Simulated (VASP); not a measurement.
These are PBE GGA, VASP's PBE PAW potentials (set 64) (plane waves; VASP) values and carry that method's errors.

VASP ran on this input.

KPOINTS:
```
Automatic
0
Gamma
 12 12 12
0 0 0
```

### POSCAR
```
Sn
1
   -2.9334928363     2.9334928363     1.6138802969
    2.9334928363    -2.9334928363     1.6138802969
    2.9334928363     2.9334928363    -1.6138802969
Sn
2
Direct
  0.2500000000   0.7500000000   0.5000000000
  1.0000000000   0.0000000000   1.0000000000
```

### INCAR
```
# general
SYSTEM =Sn
PREC   =Accurate
ENCUT  =480
LREAL  =F
LASPH  =T

# electronic loop
EDIFF  =1E-7
NELM   =100
ALGO   =Normal
LMAXMIX=4

# smearing
ISMEAR =1
SIGMA  =0.1

# functional
GGA    =PE

# ions
ISIF   =2

# output
LWAVE  =F
LCHARG =F
```

POTCAR, in this order: Sn_d (PBE.64 set). Program: vasp_std.

Output of the run:

OSZICAR:
```
       N       E                     dE             d eps       ncg     rms          rms(c)
DAV:   1     0.197421059721E+03    0.19742E+03   -0.14434E+04  5882   0.229E+03
DAV:   2     0.986062571913E+01   -0.18756E+03   -0.18557E+03  5874   0.434E+02
DAV:   3    -0.709246555260E+01   -0.16953E+02   -0.16779E+02  6724   0.136E+02
DAV:   4    -0.760636077151E+01   -0.51390E+00   -0.51128E+00  6668   0.259E+01
DAV:   5    -0.762589949831E+01   -0.19539E-01   -0.19537E-01  7898   0.465E+00    0.229E+00
DAV:   6    -0.761075592859E+01    0.15144E-01   -0.34250E-02  7576   0.286E+00    0.128E+00
DAV:   7    -0.760721870207E+01    0.35372E-02   -0.21463E-02  7600   0.222E+00    0.164E-01
DAV:   8    -0.760718030704E+01    0.38395E-04   -0.20409E-03  6742   0.668E-01    0.349E-02
DAV:   9    -0.760718950073E+01   -0.91937E-05   -0.60899E-05  7558   0.830E-02    0.136E-02
DAV:  10    -0.760718804835E+01    0.14524E-05   -0.75931E-06  7280   0.391E-02    0.214E-03
DAV:  11    -0.760718807958E+01   -0.31230E-07   -0.34823E-07  5554   0.821E-03
   1 F= -.76071881E+01 E0= -.76071116E+01  d E =-.229393E-03
```

**OUTCAR**
```
------------------------ aborting loop because EDIFF is reached ----------------------------------------
  FORCE on cell =-STRESS in cart. coord.  units (eV):
  Direction    XX          YY          ZZ          XY          YZ          ZX
  --------------------------------------------------------------------------------------
  Total        0.4604620      0.4604620      0.2032060      0.0000000      0.0000000      0.0000000
  in kB       13.2801506     13.2801506      5.8606487      0.0000000      0.0000000      0.0000000
  external PRESSURE =      10.8069833 kB  Pullay stress =       0.0000000 kB
  volume of cell :       55.55
      direct lattice vectors                 reciprocal lattice vectors
    -2.933492836  2.933492836  1.613880297     0.000000000  0.170445277  0.309812321
     2.933492836 -2.933492836  1.613880297     0.170445277  0.000000000  0.309812321
     2.933492836  2.933492836 -1.613880297     0.170445277  0.170445277  0.000000000
 POSITION                                       TOTAL-FORCE (eV/Angst)
 -----------------------------------------------------------------------------------
      2.93349      0.00000      0.80694         0.000000     -0.000000     -0.000000
      0.00000      0.00000      0.00000        -0.000000      0.000000      0.000000
 -----------------------------------------------------------------------------------
    total drift:                                0.000000     -0.000000     -0.000000
  FREE ENERGIE OF THE ION-ELECTRON SYSTEM (eV)
  ---------------------------------------------------
  free  energy   TOTEN  =        -7.6071880796 eV

  energy  without entropy=       -7.6069586862  energy(sigma->0) =       -7.60711162
```
(Selected blocks of OUTCAR.)

The compound is Sn in the beta structure. This cell was strained or had an atom moved on purpose.
